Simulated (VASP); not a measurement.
# HoBi2IO4: a series over U, part 3 of 3

What does DFT+U do to HoBi2IO4? The start is a cell from a database of measured crystal structures.

VASP 6.6.1, plane waves and PAW; the level of theory is named at each step.

Still holding for the runs below: The cell holds one magnetic atom, so no antiferromagnetic order fits into it. DFT+U on an f shell has many metastable occupations, and no search among them was made.

So far. Step 4 (Series over U, U 3, J 0): Energy at zero smearing: -52.73920 eV. Step 4 (Series over U, U 3, J 0): The run ends at a pressure of -0.69 GPa, with forces up to 0.13 eV/Å.

### Step 5. Series over U, U 4, J 0.9

This step: PBEsol, DFT+U (Ho f 4 eV), spin-polarised from a ferromagnetic start (one magnetic atom a cell); plane waves and PAW (Bi_d, Ho, I, O) (VASP 6.6.1).

INCAR

```
SYSTEM = HoBi2IO4
PREC = Normal
ENCUT = 480
EDIFF = 1E-06
NELM = 150
ISMEAR = 0
SIGMA = 0.05
LREAL = .FALSE.
ALGO = Normal
GGA = PS
NBANDS = 48
ISPIN = 2
MAGMOM = 0 0 4 0 0 0 0 0
LDAU = .TRUE.
LDAUTYPE = 4
LDAUL = -1 3 -1 -1
LDAUU = 0 4 0 0
LDAUJ = 0 0.9 0 0
LDAUPRINT = 1
LASPH = .TRUE.
LMAXMIX = 6
AMIX = 0.2
BMIX = 1E-04
AMIX_MAG = 0.8
BMIX_MAG = 1E-04
LORBIT = 11
LWAVE = .FALSE.
LCHARG = .FALSE.
KPAR = 2
NEDOS = 1200
```

POSCAR

```
HoBi2IO4
1.0
    3.8975000000      0.0000000000      0.0000000000
    0.0000000000      3.8975000000      0.0000000000
    0.0000000000      0.0000000000      9.5590000000
Bi Ho I O
2 1 1 4
Direct
    0.5000000000      0.5000000000      0.2584000000
    0.5000000000      0.5000000000      0.7416000000
    0.0000000000      0.0000000000      0.0000000000
    0.0000000000      0.0000000000      0.5000000000
    0.0000000000      0.5000000000      0.1420000000
    0.5000000000      0.0000000000      0.1420000000
    0.0000000000      0.5000000000      0.8580000000
    0.5000000000      0.0000000000      0.8580000000
```

KPOINTS

```
Automatic mesh
0
Gamma
5 5 2
0 0 0
```

Potentials, in the order of the species: Bi_d, Ho, I and O (PBE family, release 64).

The run is started by

```bash
mpirun -np 2 vasp_std
```

Output:

```text
[... set-up lines as in an earlier step ...]
 entering main loop
       N       E                     dE             d eps       ncg     rms          rms(c)
DAV:   1     0.922797631525E+03    0.92280E+03   -0.36001E+04  3512   0.658E+03
DAV:   2     0.121320297526E+03   -0.80148E+03   -0.76487E+03  3408   0.113E+03
DAV:   3    -0.422022343331E+02   -0.16352E+03   -0.15361E+03  3472   0.281E+02
DAV:   4    -0.558320161604E+02   -0.13630E+02   -0.13469E+02  3320   0.776E+01
[...]
DAV:  39    -0.534963763080E+02    0.13227E-04   -0.13856E-04  4232   0.157E-01    0.144E-01
DAV:  40    -0.534963832305E+02   -0.69226E-05   -0.76273E-05  3872   0.309E-02    0.136E-01
DAV:  41    -0.534963836166E+02   -0.38608E-06   -0.39234E-06  2424   0.728E-03
   1 F= -.53496384E+02 E0= -.53496384E+02  d E =-.430171E-12  mag=     4.0000
```

Elapsed: 2.9 min, on 2 MPI ranks of Intel Xeon Platinum 8375C at 2.90GHz (Ice Lake), shared host; peak memory 0.58 GiB; 5.7 min of CPU time.

Parts of OUTCAR (step 5):

```text
  Total       -0.8655338     -0.8655338     -0.8959015      0.0000000      0.0000000      0.0000000
  in kB       -9.5501440     -9.5501440     -9.8852154      0.0000000      0.0000000      0.0000000
  external PRESSURE =      -9.6618344 kB  Pullay stress =       0.0000000 kB

 POSITION                                       TOTAL-FORCE (eV/Angst)
 -----------------------------------------------------------------------------------
      1.94875      1.94875      2.47005        -0.000000      0.000000     -0.109347
      1.94875      1.94875      7.08895         0.000000      0.000000      0.109347
      0.00000      0.00000      0.00000        -0.000000     -0.000000      0.000000
      0.00000      0.00000      4.77950        -0.000000     -0.000000      0.000000
      0.00000      1.94875      1.35738         0.000000     -0.000000      0.087218
      1.94875      0.00000      1.35738        -0.000000     -0.000000      0.087218
      0.00000      1.94875      8.20162        -0.000000     -0.000000     -0.087218
      1.94875      0.00000      8.20162        -0.000000      0.000000     -0.087218
 -----------------------------------------------------------------------------------
    total drift:                                0.000000     -0.000000      0.000000

  FREE ENERGIE OF THE ION-ELECTRON SYSTEM (eV)
  ---------------------------------------------------
  free  energy   TOTEN  =       -53.4963836166 eV

  energy  without entropy=      -53.4963836166  energy(sigma->0) =      -53.49638362

 magnetization (x)
# of ion       s       p       d       f       tot
--------------------------------------------------
    1        0.000   0.001   0.000   0.000   0.001
    2        0.000   0.001   0.000   0.000   0.001
    3        0.000   0.001   0.001   3.919   3.922
    4        0.000   0.001   0.000   0.000   0.001
    5        0.000   0.010   0.000   0.000   0.010
    6        0.000   0.010   0.000   0.000   0.010
    7        0.000   0.010   0.000   0.000   0.010
    8        0.000   0.010   0.000   0.000   0.010
--------------------------------------------------
tot          0.002   0.042   0.001   3.919   3.965

[... 2 parts as in an earlier step ...]

[... 1 further part left out ...]
[key lines of the parts left out:]
E-fermi :   5.0126
```

The density of states has structure finer than the step of the table below, so its rows give means over 0.5 eV, whole bins alone (the curve runs from -12.0 to 4.82 eV). Peaks (eV: height): total up -5.01: 16.2, -4.73: 8.97, -4.06: 8.87, -1.10: 9.56; total down -2.72: 4.81, -1.58: 16.1, -1.29: 8.84, 2.24: 18.6; Bi s up -10.36: 0.735, -9.60: 1.64, -9.03: 1.44, -8.74: 0.634; Bi s down -10.36: 0.723, -9.60: 1.69, -9.03: 1.42, -8.45: 0.322; Bi p up -3.77: 0.714, 3.29: 0.772, 3.67: 0.993, 4.25: 0.676.

Means over bins of 0.096 eV. Density of states against energy, zero at the valence-band top; means over each step; 7 of 16 lines; values in states/eV/cell:

| energy (eV) | total up | total down | Bi s up | Bi s down | Bi p up | Bi p down | Ho f up |
| --- | --- | --- | --- | --- | --- | --- | --- |
| -11.5 | 1.17 | 1.17 | 0.0116 | 0.0115 | 0.00239 | 0.00240 | 0 |
| -11.0 | 0.246 | 0.246 | 0.00102 | 0.00102 | 6.3e-5 | 6.3e-5 | 0 |
| -10.5 | 0.389 | 0.381 | 0.239 | 0.234 | 0.00368 | 0.00362 | 3.1e-4 |
| -10.0 | 0.298 | 0.298 | 0.186 | 0.187 | 0.00245 | 0.00248 | 5.1e-4 |
| -9.5 | 1.39 | 1.38 | 0.843 | 0.838 | 0.00657 | 0.00666 | 0.00237 |
| -9.0 | 1.41 | 1.41 | 0.834 | 0.839 | 0.00660 | 0.00662 | 0.00250 |
| -8.5 | 0.471 | 0.484 | 0.269 | 0.277 | 0.00340 | 0.00361 | 0.00126 |
| -8.0 | 0.0415 | 0.0415 | 0.0236 | 0.0239 | 2.8e-4 | 3.1e-4 | 2.9e-4 |
| -7.5 | 0 | 0 | 0 | 0 | 0 | 0 | 0 |
| -7.0 | 0 | 0 | 0 | 0 | 0 | 0 | 0 |
| -6.5 | 0 | 0 | 0 | 0 | 0 | 0 | 0 |
| -6.0 | 0 | 0 | 0 | 0 | 0 | 0 | 0 |
| -5.5 | 0 | 0 | 0 | 0 | 0 | 0 | 0 |
| -5.0 | 7.01 | 0.537 | 0.00740 | 0.00321 | 0.107 | 0.0801 | 6.14 |
| -4.5 | 5.48 | 2.61 | 0.0295 | 0.0229 | 0.416 | 0.368 | 2.41 |
| -4.0 | 6.70 | 3.41 | 0.0256 | 0.0211 | 0.264 | 0.414 | 4.30 |
| -3.5 | 2.64 | 1.84 | 0.00565 | 0.00467 | 0.233 | 0.169 | 0.652 |
| -3.0 | 2.35 | 2.64 | 0.0162 | 0.0343 | 0.126 | 0.151 | 0.117 |
| -2.5 | 3.67 | 2.99 | 0.0433 | 0.0315 | 0.193 | 0.140 | 0.0947 |
| -2.0 | 3.58 | 4.47 | 0.0437 | 0.0581 | 0.156 | 0.158 | 0.0302 |
| -1.5 | 3.94 | 8.98 | 0.0579 | 0.0510 | 0.0966 | 0.115 | 0.0440 |
| -1.0 | 5.42 | 5.50 | 0.0872 | 0.0848 | 0.0952 | 0.0888 | 0.0912 |
| -0.5 | 2.21 | 2.13 | 0.129 | 0.137 | 0.0681 | 0.0705 | 0.0320 |
| 0.0 | 0.946 | 0.855 | 0.0552 | 0.0464 | 0.0180 | 0.0159 | 0.00314 |
| 0.5 | 0 | 0 | 0 | 0 | 0 | 0 | 0 |
| 1.0 | 0 | 0 | 0 | 0 | 0 | 0 | 0 |
| 1.5 | 0.0403 | 0.0408 | 0.00110 | 0.00113 | 0.0155 | 0.0157 | 0 |
| 2.0 | 0.0396 | 2.41 | 0.00229 | 0.00224 | 0.0152 | 0.0179 | 0 |
| 2.5 | 0.173 | 3.80 | 0.00162 | 0.00206 | 0.0684 | 0.0726 | 0 |
| 3.0 | 1.25 | 1.37 | 0.0134 | 0.0142 | 0.391 | 0.410 | 6.0e-4 |
| 3.5 | 1.74 | 3.36 | 0.0398 | 0.0385 | 0.488 | 0.479 | 9.9e-4 |
| 4.0 | 1.75 | 1.86 | 0.0413 | 0.0381 | 0.451 | 0.425 | 0.00230 |
| 4.5 | 1.53 | 1.65 | 0.0371 | 0.0410 | 0.369 | 0.382 | 0.00185 |

The density of states is cut at 4.8 eV, since the bands computed begin to run out above.

Energy at zero smearing: -53.49638 eV.

### Step 6. Series over U, U 8, J 0

This step: PBEsol, DFT+U (Ho f 8 eV), spin-polarised from a ferromagnetic start (one magnetic atom a cell); plane waves and PAW (Bi_d, Ho, I, O) (VASP 6.6.1).

Changes to INCAR since step 5:

```diff
@@ -14,6 +14,6 @@
 LDAU = .TRUE.
-LDAUTYPE = 4
+LDAUTYPE = 2
 LDAUL = -1 3 -1 -1
-LDAUU = 0 4 0 0
-LDAUJ = 0 0.9 0 0
+LDAUU = 0 8 0 0
+LDAUJ = 0 0 0 0
 LDAUPRINT = 1
```

POSCAR is that of step 5.

KPOINTS is that of step 5.

The run is started by

```bash
mpirun -np 2 vasp_std
```

Output:

```text
[... set-up lines as in an earlier step ...]
 entering main loop
       N       E                     dE             d eps       ncg     rms          rms(c)
DAV:   1     0.935077563471E+03    0.93508E+03   -0.35978E+04  3512   0.672E+03
DAV:   2     0.130466885878E+03   -0.80461E+03   -0.76913E+03  3360   0.116E+03
DAV:   3    -0.355798482348E+02   -0.16605E+03   -0.15692E+03  3376   0.283E+02
DAV:   4    -0.502614254359E+02   -0.14682E+02   -0.14499E+02  3376   0.811E+01
[...]
DAV:  61    -0.526834622459E+02    0.93372E-04   -0.58299E-05  4296   0.241E-01    0.388E+00
DAV:  62    -0.526834799107E+02   -0.17665E-04   -0.47452E-05  3800   0.367E-02    0.388E+00
DAV:  63    -0.526834794417E+02    0.46890E-06   -0.16729E-06  2024   0.111E-02
   1 F= -.52683479E+02 E0= -.52683479E+02  d E =-.813068E-11  mag=     4.0000
```

Wall time 4.3 min (2 MPI ranks); peak memory 0.59 GiB; 8.5 min of CPU time.

From OUTCAR (step 6):

```text
  Total       -2.3414511     -2.3414511     -2.3911282      0.0000000     -0.0000000     -0.0000000
  in kB      -25.8351491    -25.8351491    -26.3832765      0.0000000     -0.0000000     -0.0000000
  external PRESSURE =     -26.0178582 kB  Pullay stress =       0.0000000 kB

 POSITION                                       TOTAL-FORCE (eV/Angst)
 -----------------------------------------------------------------------------------
      1.94875      1.94875      2.47005        -0.000000      0.000000     -0.081786
      1.94875      1.94875      7.08895         0.000000      0.000000      0.081786
      0.00000      0.00000      0.00000         0.000000      0.000000      0.000000
      0.00000      0.00000      4.77950         0.000000      0.000000      0.000000
      0.00000      1.94875      1.35738         0.000000      0.000000      0.070553
      1.94875      0.00000      1.35738        -0.000000      0.000000      0.070553
      0.00000      1.94875      8.20162         0.000000     -0.000000     -0.070553
      1.94875      0.00000      8.20162         0.000000      0.000000     -0.070553
 -----------------------------------------------------------------------------------
    total drift:                                0.000000     -0.000000      0.000000

  FREE ENERGIE OF THE ION-ELECTRON SYSTEM (eV)
  ---------------------------------------------------
  free  energy   TOTEN  =       -52.6834794417 eV

  energy  without entropy=      -52.6834794417  energy(sigma->0) =      -52.68347944

 magnetization (x)
# of ion       s       p       d       f       tot
--------------------------------------------------
    1       -0.000  -0.001  -0.000   0.000  -0.001
    2       -0.000  -0.001  -0.000   0.000  -0.001
    3        0.002  -0.029   0.016   3.960   3.948
    4        0.000  -0.000   0.000   0.000  -0.000
    5       -0.001  -0.004   0.000   0.000  -0.005
    6       -0.001  -0.004   0.000   0.000  -0.005
    7       -0.001  -0.004   0.000   0.000  -0.005
    8       -0.001  -0.004   0.000   0.000  -0.005
--------------------------------------------------
tot         -0.000  -0.048   0.016   3.960   3.927

[... 2 parts as in an earlier step ...]

[... 1 further part left out ...]
[key lines of the parts left out:]
E-fermi :   5.0108
```

EDIFF was met while the residual of the charge density, rms(c), still stood at 0.4, so the density had not settled and the numbers of this run are doubtful.

Energy at zero smearing: -52.68348 eV.

### Step 7. Summary

This step: DFT+U series, PBEsol; plane waves and PAW (VASP 6.6.1).

No new run; the numbers come from the runs before.

Energies at different U are not comparable. U series, by row:

| U (eV) | J (eV) | LDAUTYPE | start | energy (eV/atom) | mean moment (μB) | gap on the mesh (eV) | pressure (GPa) |
| --- | --- | --- | --- | --- | --- | --- | --- |
| 0 | 0 | - | fm | -6.648 | 3.826 | 0.6413 | -0.9949 |
| 2 | 0 | 2 | fm | -6.597 | 3.926 | 1.272 | -0.554 |
| 3 | 0 | 2 | fm | -6.592 | 3.935 | 1.456 | -0.6886 |
| 4 | 0.9 | 4 | fm | -6.687 | 3.922 | 1.459 | -0.9662 |
| 8 | 0 | 2 | fm | -6.585 | 3.948 | 1.446 | -2.602 |

### Step 8. What came out

```
U = 0 eV, J = 0 eV, fm start   : mean size of the moments 3.83 μB
U = 2 eV, J = 0 eV, fm start   : mean size of the moments 3.93 μB
U = 3 eV, J = 0 eV, fm start   : mean size of the moments 3.94 μB
U = 4 eV, J = 0.9 eV, fm start : mean size of the moments 3.92 μB
U = 8 eV, J = 0 eV, fm start   : mean size of the moments 3.95 μB
```

**Reading.** In the runs at U = 2, J = 0 eV (fm) and U = 8, J = 0 eV (fm) the charge density had not settled, so their rows mean little. For the ferromagnetic start without J, from U = 0 to 8 eV the mean moment goes from 3.83 to 3.95 μB, the gap on the mesh from 0.64 to 1.45 eV, and the pressure goes from -1.0 to -2.6 GPa. A jump between neighbouring rows can also mean that the runs ended in different spin or orbital states. U acts inside the PAW spheres, so the same number means something else in a code with other projectors.

[Lines on the potential files, build, host, timing and source positions are cut from VASP's logs without a mark.]

[Logs are printed without paths, hosts, clocks, repeated set-up lines and the standing remarks that a program may print on its own settings, such as how far it seeks lower states.]

[Hosts, paths, dates, database ids (printed as entryN), source tags and the programs' standing remarks are cut or masked in the printed files.]

[In band tables of VASP the shares of atoms and orbitals are scaled to a sum of 1 inside the atoms' spheres.]

[Runs that stopped without an error message from VASP are left out.]
